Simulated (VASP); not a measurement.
OSZICAR of a VASP run on Gd (hcp):

**OSZICAR**
```
       N       E                     dE             d eps       ncg     rms          rms(c)
DAV:   1     0.392195873590E+02    0.39220E+02   -0.89321E+03  2192   0.122E+03
DAV:   2    -0.742161503094E+01   -0.46641E+02   -0.45707E+02  2419   0.237E+02
DAV:   3    -0.910916997780E+01   -0.16876E+01   -0.15933E+01  2951   0.271E+01
DAV:   4    -0.914796874903E+01   -0.38799E-01   -0.38531E-01  2702   0.399E+00
DAV:   5    -0.914893100041E+01   -0.96225E-03   -0.95683E-03  3310   0.500E-01    0.224E+01
DAV:   6    -0.915016986731E+01   -0.12389E-02   -0.21038E-02  2517   0.117E+00    0.134E+01
DAV:   7    -0.915855116797E+01   -0.83813E-02   -0.38040E-02  2397   0.157E+00    0.209E-01
DAV:   8    -0.915826549686E+01    0.28567E-03   -0.21263E-03  2589   0.345E-01    0.551E-02
DAV:   9    -0.915828176108E+01   -0.16264E-04   -0.20341E-04  2824   0.105E-01    0.345E-02
DAV:  10    -0.915827412623E+01    0.76348E-05   -0.30182E-05  2647   0.388E-02    0.426E-02
DAV:  11    -0.915827715595E+01   -0.30297E-05   -0.49663E-06  2589   0.158E-02    0.189E-03
DAV:  12    -0.915827733125E+01   -0.17529E-06   -0.35151E-07  2801   0.403E-03    0.401E-03
DAV:  13    -0.915827714633E+01    0.18492E-06   -0.20677E-08  1502   0.114E-03    0.125E-03
DAV:  14    -0.915827707385E+01    0.72476E-07   -0.95446E-09  1412   0.787E-04
   1 F= -.91582771E+01 E0= -.91582771E+01  d E =0.000000E+00
```

Question: Which electronic solver shows in the log?

Answer: It is blocked Davidson (ALGO = Normal, or the opening steps of other solvers). The INCAR had ALGO = Normal.

Question: Can the final energy be trusted as converged?

Answer: The run converged. It stopped with EDIFF = 1E-7, NELM = 100 (PBE GGA, plane waves, VASP's PBE PAW potentials (set 64)). The 4f electrons are frozen in the core of the lanthanide potential, so 4f levels, which can set the real gap, and their magnetism are missing.

The compound is Gd in the hcp structure. It was relaxed first.
